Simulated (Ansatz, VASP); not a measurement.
# Sn2C: VASP beside Ansatz, part 2 of 2

One calculation is typed for both programs; each brings its own data sets. How far apart do they land? The cell is generated by rule, not measured, and may not be a known phase. The cell is taken from a series of runs on this material, whose earlier steps may have relaxed, scaled, displaced or heated it; both programs get it as it stands.

VASP 6.6.1 and Ansatz 0.2.0.

So far. Step 2 (VASP: single point, PBEsol): The run ends at a pressure of 1.57 GPa, with forces up to 2.2 eV/Å.

The structure was built from a prototype and need not be the compound's stable phase.

## Step 3: Ansatz: single point, PBEsol

Level of this step: Ansatz beside VASP: Kohn-Sham DFT, plane waves, PBEsol (Ansatz).

Ansatz runs on its default PAW (the set named soft_2) files.

The same cell, functional, mesh and smearing now go to Ansatz, which takes its cutoff from its data sets.

Input file input.yaml:

```yaml
crystal:
  lattice:
    - [5.0213021337, 5.0213021337, 0.0]
    - [5.0213021337, 0.0, 5.0213021337]
    - [5.0213021337, 0.0, -5.0213021337]
  atoms:
    - { symbol: C, position: [0.0, -0.0633696286, 0.0] }
    - { symbol: C, position: [0.0, 0.5633696286, 0.5] }
    - { symbol: C, position: [0.5, 0.1866303714, 0.75] }
    - { symbol: C, position: [0.5, 0.8133696286, 0.25] }
    - { symbol: Sn, position: [0.1937106469, 0.1481100743, 0.9031446766] }
    - { symbol: Sn, position: [0.3062893531, 0.6018899257, 0.3468553234] }
    - { symbol: Sn, position: [0.75, 0.1762547509, 0.875] }
    - { symbol: Sn, position: [0.75, 0.5737452491, 0.375] }
    - { symbol: Sn, position: [0.3062893531, 0.5918207212, 0.8468553234] }
    - { symbol: Sn, position: [0.1937106469, 0.1581792788, 0.4031446766] }
    - { symbol: Sn, position: [0.75, 0.1762547509, 0.375] }
    - { symbol: Sn, position: [0.75, 0.5737452491, 0.875] }
kpoints:
  mp_grid: { grid: [8, 8, 8] }
hamiltonian:
  xc: pbesol
scf:
  occupations: { method: methfessel_paxton, width: 0.2 }
output:
  forces: true
  stress: true
  eigenvalues: true
```

Run with:

```bash
$ ansatz run input.yaml --threads 8 --pin off --max-ram 14336MiB --backend cpu --events-out ev --progress --plain --runs-dir out
```

Numbers of over 12 decimals in the logs are rounded to 6 here.

What it wrote:

```text
Engine: ansatz 0.2.0, aarch64-unknown-linux-gnu
Pseudopotentials: kind: paw
Pseudopotential: C, paw, valence charge 4, recommended cutoff 420 eV (normal), C.paw.azcp
Pseudopotential: Sn, paw, valence charge 14, recommended cutoff 420 eV (normal), Sn.paw.azcp
Functional definition: PBEsol
  exchange = pbesol_x
  correlation = pbesol_c
Crystal: 12 atoms, lattice volume = 253.209 Å³
Basis set: ecut = 420 eV, 4957 PW (Γ), exchange–correlation on 96×96×96 points (8 copies of the dense FFT grid, shifted against one another)
Bands: 77, of which v1, the nominal top of the filled ones, is band 64 counted from 1 (63 counted from 0)
Symmetry: 8 space group operations
Space group: Ibam (ITA 72), of the structure as read, at distance tolerance 6.3e-5 Å
k-points: 95 of 512
Non-local potential: C, projectors of the file, l = 0: 2, l = 1: 2, l = 2: 1
Non-local potential: Sn, projectors of the file, l = 0: 2, l = 1: 2, l = 2: 2, l = 3: 2
PAW form: soft (Blöchl's): semilocal exchange-correlation on the pseudo side does not see the compensation charge
PAW frozen core: C, regenerated for the run's functional, and the local potential with it (the file was generated under x = pbe(κ = 0.804, μ = 0.219515), c = pbe(β = 0.066725))
PAW frozen core: Sn, regenerated for the run's functional, and the local potential with it (the file was generated under x = pbe(κ = 0.804, μ = 0.219515), c = pbe(β = 0.066725))
PAW one-centre angular grid: C, 110 points (default); XC on 64 Gauss nodes
PAW one-centre angular grid: Sn, 590 points (default); XC on 64 Gauss nodes
Initial density: superposition of atomic densities (neutral atoms: chi_scale 0, normalization atom), corrected by the library's trained network
Initial wavefunctions: pseudopotential atomic-orbital guess
Functional: x = pbesol(κ = 0.804, μ = 0.123457), c = pbesol(β = 0.046)
SCF iter   1: F=—  HF=-48570.677241 eV  |F-HF|=—  |Δ(HF+E_count)|=         —  Δρ=1.06e-2  dr2=5.24e-1  ethr=1.77e-3  ⟨swp⟩=6.9  Hψ=28968  notcnv=0
preconditioner: auto → Kerker (q_TF=auto, 2.435 Å⁻¹)  [metal: Δε(μ)=0.004 eV  Ē_g=17.718 eV  σ=0.200 eV  W_gap=0.02  n_scr=58 (ndim 8)  ℏωp=26.4 eV  f_vac=0.000  D(μ)=4.96/eV (n_scr^D=26)]
SCF iter   2: F=—  HF=-48570.595454 eV  |F-HF|=—  |Δ(HF+E_count)|=   8.18e-2  S|Δr|=    0.00e0  Δρ=4.90e-3  dr2=1.33e-1  ethr=4.09e-4  ⟨swp⟩=1.0  Hψ=8457  notcnv=0  defer=1
SCF iter   3: F=—  HF=-48570.570362 eV  |F-HF|=—  |Δ(HF+E_count)|=   2.51e-2  S|Δr|=    0.00e0  Δρ=8.63e-4  dr2=2.50e-3  ethr=1.04e-4  ⟨swp⟩=2.0  Hψ=8798  notcnv=0  defer=1
SCF iter   4: F=—  HF=-48570.570078 eV  |F-HF|=—  |Δ(HF+E_count)|=   2.84e-4  S|Δr|=    0.00e0  Δρ=2.02e-4  dr2=2.14e-4  ethr=1.95e-6  ⟨swp⟩=2.0  Hψ=9243  notcnv=0  defer=1
SCF iter   5: F=—  HF=-48570.570052 eV  |F-HF|=—  |Δ(HF+E_count)|=   2.59e-5  S|Δr|=    0.00e0  Δρ=8.08e-5  dr2=2.08e-5  ethr=1.68e-7  ⟨swp⟩=3.0  Hψ=13713  notcnv=0  defer=1
SCF iter   6: F=—  HF=-48570.569992 eV  |F-HF|=—  |Δ(HF+E_count)|=   6.05e-5  S|Δr|=    0.00e0  Δρ=2.24e-5  dr2=2.00e-6  ethr=1.62e-8  ⟨swp⟩=3.0  Hψ=13675  notcnv=0  defer=2
SCF iter   7: F=—  HF=-48570.569991 eV  |F-HF|=—  |Δ(HF+E_count)|=   1.82e-7  S|Δr|=    0.00e0  Δρ=6.63e-6  dr2=2.19e-7  ethr=1.57e-9  ⟨swp⟩=3.0  Hψ=13791  notcnv=0  defer=2
SCF iter   8: F=-48570.569991 eV  HF=-48570.569991 eV  |F-HF|=7.11e-9  |Δ(HF+E_count)|=   7.07e-9  S|Δr|=    0.00e0  Δρ=2.09e-6  dr2=1.82e-8  ethr=7.81e-11  ⟨swp⟩=11.4  Hψ=32979  notcnv=0
SCF 1 converged in 8 iterations: F = -48570.569991 eV  dr2 = 1.82e-8
  greatest PAW one-centre occupation: 0.992 electrons in one spin orbital (limit 2), on the Sn atom at site 7 (counted from 0), in its partial waves of l = 2
SCF converged after 8 iterations
Stability not checked: this state was not tested for a lower state beside it, because cold or Methfessel-Paxton smearing, or corrected tetrahedra, fill the levels in a way that the test cannot read (fill_not_monotonic; see scf.lower_state_search)
Free energy (F): -48570.569991 eV
Harris-Foulkes:  -48570.569991 eV  (|F-HF|=7.11e-9)
Internal energy: -48570.574917 eV  (E = F + TS)
E sigma→0 (E₀):  -48570.571223 eV
Entropy (-TS):   0.004926 eV (0.410 meV/atom)
Fermi energy:    10.176174 eV
--- Per-component energies (eV) ---
  E_band       = -689.725891
  E_kinetic    = 1833.005178
  E_local      = -7961.506018  (includes V_loc(G=0)·N_el)
  E_nonlocal   = -130.300390
  E_hartree    = 4723.648779
  E_xc         = -3218.248075
  E_vxc        = -1004.719734  (∫ρ·V_xc dr)
  E_paw        = -32907.384467  (= ΣΔE_a)
  E_vpaw       = -2873.504856  (= ΣTr[D̂ρ^β])
  E_aug_tail   = 0.000016  (compensation charges beyond the density's cutoff)
  E_ewald      = -10912.153061
  E_core_change = 2.363120  (= ΣΔE_core)
  E_smearing   = 0.004926  (= −TS)
  E_closure    = -0.000000  (closes the sum)
  Σ components = -48570.569991   (vs F -48570.569991, Δ=0.00e0)
--- Forces (eV/Å), atoms counted from 1 ---
  atom   1  C      1.18290381    -1.39701346     1.18290381
  atom   2  C     -1.18290381    -1.39701346    -1.18290381
  atom   3  C      1.18290381     1.39701346     1.18290381
  atom   4  C     -1.18290381     1.39701346    -1.18290381
  atom   5  Sn    -0.39568030    -0.85351873    -0.39568030
  atom   6  Sn     0.39568030     0.85351873     0.39568030
  atom   7  Sn    -1.10744845     0.00000000    -1.10744845
  atom   8  Sn     1.10744845     0.00000000     1.10744845
  atom   9  Sn    -0.39568030     0.85351873    -0.39568030
  atom  10  Sn     0.39568030    -0.85351873     0.39568030
  atom  11  Sn    -1.10744845     0.00000000    -1.10744845
  atom  12  Sn     1.10744845    -0.00000000     1.10744845
  max |Σ_I F_I| component: 6.66e-16 eV/Å
--- Stress (GPa, compression-positive) ---
       -0.286583       0.000000       2.114552
        0.000000       5.406243       0.000000
        2.114552      -0.000000      -0.286583
  P = ⅓ Tr σ = 1.6110 GPa (16.110 kbar)
--- Band table (eV; the first three rows and the last of 95) ---
  k-point 0: bands = [... 60 lower, 9.6151, 9.8626, 10.1210, 10.8533, 11.1467, 11.4816, 11.5668, 11.6931, ... 9 higher]
  k-point 1: bands = [... 60 lower, 9.5726, 9.6004, 10.2691, 10.8573, 10.9341, 11.0174, 11.2770, 11.9183, ... 9 higher]
  k-point 2: bands = [... 60 lower, 9.3999, 9.5183, 9.7392, 10.2191, 10.8309, 10.9101, 11.2205, 11.8360, ... 9 higher]
  k-point 94: bands = [... 60 lower, 7.8336, 9.1993, 10.0373, 10.1605, 10.4258, 11.2694, 11.4146, 11.6758, ... 9 higher]
```

Reading the cycles: dr2 is the Hartree energy of the density residual (eV), the measure of convergence; HF is the Harris–Foulkes estimate of the energy, which meets the free energy F at convergence.

The run ends at a pressure of 1.61 GPa, with forces up to 2.2 eV/Å.

## Step 4: Differences

Known differences besides the potentials themselves: the cutoff is 420 eV in Ansatz and 600 eV in VASP; Ansatz makes its cores anew for this functional, VASP keeps those of its PBE data sets. Total energies have different zeros and are not compared.

Compared:

```
      quantity  Ansatz  VASP  difference
pressure (GPa)    1.61  1.57       +0.04
```

Forces on 7 of the 12 atoms, those with the largest forces and the largest differences (eV/Å; atoms numbered as in POSCAR):

```csv
atom,"Ansatz x, y, z","VASP x, y, z"
C1,"1.183, -1.397, 1.183","1.169, -1.379, 1.169"
C2,"-1.183, -1.397, -1.183","-1.169, -1.379, -1.169"
C3,"1.183, 1.397, 1.183","1.169, 1.379, 1.169"
C4,"-1.183, 1.397, -1.183","-1.169, 1.379, -1.169"
Sn8,"1.107, 0.000, 1.107","1.106, 0.000, 1.106"
Sn11,"-1.107, 0.000, -1.107","-1.106, 0.000, -1.106"
Sn12,"1.107, 0.000, 1.107","1.106, 0.000, 1.106"
```

The forces differ by 12 meV/Å r.m.s., which is 1.3 % of the r.m.s. force of 0.947 eV/Å (both taken over all components).

## Step 5: Summary of results

```yaml
r_m_s_force_difference_single_point_pbesol: 1.3 % of the r.m.s. force
```

**Reading.** The r.m.s. force difference is 1.3 % of the r.m.s. force (single point, PBEsol), within the 3 % picked in this series as the mark of a large difference. Such differences can come from data sets, numerical settings and the points named under the comparisons, not from the functional's error against experiment.

[Lines on the potential files, build, host, timing and source positions are cut from VASP's logs without a mark.]

[Logs are printed without paths, hosts, clocks, repeated set-up lines and the standing remarks that a program may print on its own settings, such as how far it seeks lower states.]

[Hosts, paths, dates, database ids (printed as entryN), source tags and the programs' standing remarks are cut or masked in the printed files.]
